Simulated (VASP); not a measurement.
Input:

```xyz
1
Lattice="0.0000 1.7600 1.7600 1.7600 0.0000 1.7600 1.7600 1.7600 0.0000" Properties=species:S:1:pos:R:3 pbc="T T T"
Ni     0.0000     0.0000     0.0000
```
Starting moments (μB, in the order of the record's atoms Ni): 1.0.

All values below come from PBE GGA, VASP's PBE PAW potentials (set 64) (plane waves; VASP). Run with 300 eV cut-off, 21×21×21 Γ-centred mesh, Fermi-Dirac smearing of 0.10 eV, potentials Ni.

Give the spin-up energies of bands 1 to 6 at the high-symmetry points, in eV from the Fermi level.

| band | Γ | X | U | L | W |
|---|---|---|---|---|---|
| 1 | -9.00 | -4.62 | -3.94 | -4.80 | -3.74 |
| 2 | -2.40 | -4.16 | -3.68 | -2.39 | -3.04 |
| 3 | -2.40 | -0.53 | -2.08 | -2.39 | -3.04 |
| 4 | -2.40 | -0.44 | -1.08 | -0.58 | -1.30 |
| 5 | -1.24 | -0.44 | -0.69 | -0.58 | -0.44 |
| 6 | -1.24 | 2.45 | 5.72 | -0.29 | 7.73 |

Give the spin-down energies of bands 1 to 6 at the high-symmetry points, in eV from the Fermi level.

| band | Γ | X | U | L | W |
|---|---|---|---|---|---|
| 1 | -9.03 | -4.28 | -3.52 | -4.39 | -3.36 |
| 2 | -1.68 | -3.57 | -3.16 | -1.78 | -2.45 |
| 3 | -1.68 | 0.08 | -1.49 | -1.78 | -2.45 |
| 4 | -1.68 | 0.39 | -0.50 | -0.35 | -0.75 |
| 5 | -0.66 | 0.39 | 0.12 | 0.16 | 0.39 |
| 6 | -0.66 | 2.41 | 5.91 | 0.16 | 7.90 |

It has no gap at this level: it comes out as a metal or semimetal.

The structure is a typed Ni crystal (Fm-3m). The cell was not relaxed at this level.
